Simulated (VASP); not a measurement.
Take TlBr (CsCl type), without spin-orbit terms, in VASP with PAW potentials, and its band gap.

Task: One run gives 1.99 eV. Which level is it?
A) HSE06 (PBE cell)
B) PBE (own cell)
C) Hartree-Fock (PBE cell)
D) PBE-D3(BJ) (own cell)

Result: B, PBE (own cell).  The others give 7.89 (Hartree-Fock (PBE cell)), 2.72 (HSE06 (PBE cell)), 1.86 (PBE-D3(BJ) (own cell)).

Only levels that ran to the end are used. Left out are those held back, those with too coarse a band path, GW runs whose mesh misses a band edge, hybrids' fits of cells that aren't cubic and levels without matching references; a question may draw on a part of the rest.

The compound is TlBr in the CsCl type structure.
